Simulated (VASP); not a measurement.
Calculation: PBE GGA with D3 dispersion (Becke-Johnson damping), VASP's PBE PAW potentials (set 64) (plane waves; VASP).

The input files of a VASP run:

### INCAR
```
SYSTEM=Be
PREC=Accurate; ENCUT=520; LREAL=F
LASPH=T
EDIFF=1E-6; NELM=100; ALGO=Normal
ISMEAR=1; SIGMA=0.1
GGA=PE; IVDW=12
IBRION=2; NSW=60; ISIF=3
EDIFFG=-0.01
LWAVE=F; LCHARG=F
```

**POSCAR**
```
Be
1
    1.1090262338    -1.9208896256     0.0000000000
    1.1090262338     1.9208896256    -0.0000000000
    0.0000000000     0.0000000000     3.4906338406
Be
2
Direct
  0.3333330000   0.6666670000   0.2500000000
  0.6666670000   0.3333330000   0.7500000000
```

### KPOINTS
```
Automatic mesh
0
Gamma
17 17 10
0 0 0
```

POTCAR, in this order: Be (PBE.64 set). Program: vasp_std.

### Question
What does the run give for the energy per atom (σ→0), dispersion energy, volume per atom, band gap (on the k-mesh)?

### Answer

| Quantity | Value |
|---|---|
| energy per atom (σ→0) | -4.130 eV/atom |
| dispersion energy | -0.756 eV |
| band gap (on the k-mesh) | none (metal, semimetal or under 0.01 eV) |
| volume per atom | 7.45 Å³/atom |

**OSZICAR**
```
...
DAV:   8    -0.750363269348E+01    0.22840E-04   -0.14636E-05  3492   0.454E-02    0.112E-02
DAV:   9    -0.750363111987E+01    0.15736E-05   -0.31302E-06  2994   0.217E-02    0.932E-04
DAV:  10    -0.750363108454E+01    0.35330E-07   -0.28537E-09  1986   0.487E-04
   1 F= -.82604147E+01 E0= -.82603979E+01  d E =-.826041E+01
       N       E                     dE             d eps       ncg     rms          rms(c)
DAV:   1    -0.750471603160E+01   -0.10849E-02   -0.83745E-05  3258   0.978E-02    0.372E-03
DAV:   2    -0.750471539326E+01    0.63834E-06   -0.18905E-07  2628   0.476E-03
   2 F= -.82604322E+01 E0= -.82604158E+01  d E =-.174448E-04
```

The compound is Be in the hcp structure. This run relaxes it. Symmetry was kept, so distortions that lower it aren't found. The start is the result of an earlier pass.
